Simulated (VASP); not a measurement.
```yaml
crystal:
  lattice:
    - [-1.47308, 1.47308, 1.47308]
    - [1.47308, -1.47308, 1.47308]
    - [1.47308, 1.47308, -1.47308]
  atoms:
    - { symbol: V, position: [0.00000, 0.00000, 0.00000] }
```

The numbers are results of r2SCAN+rVV10, VASP's PBE PAW potentials (set 64) (plane waves; VASP), not measurements. Settings: 520 eV cut-off, 17×17×17 Γ-centred mesh, first-order Methfessel-Paxton smearing of 0.10 eV, potentials V_sv.

Problem. What does the run give for the energy per atom (σ→0), pressure, band gap (on the k-mesh) with the smallest direct gap where there is one?

Solution. 
The band gap (on the k-mesh) comes out as none (metal, semimetal or under 0.01 eV) and the energy per atom (σ→0) is -13.831 eV/atom. The pressure is 72.4 kbar.

Total energies compare only between runs with the same potentials, cut-off and functional.

The compound is V in the bcc structure. This cell is one point of a volume scan, at 0.97 of the reference volume. The run is not spin-polarised, so no magnetic state was tried.
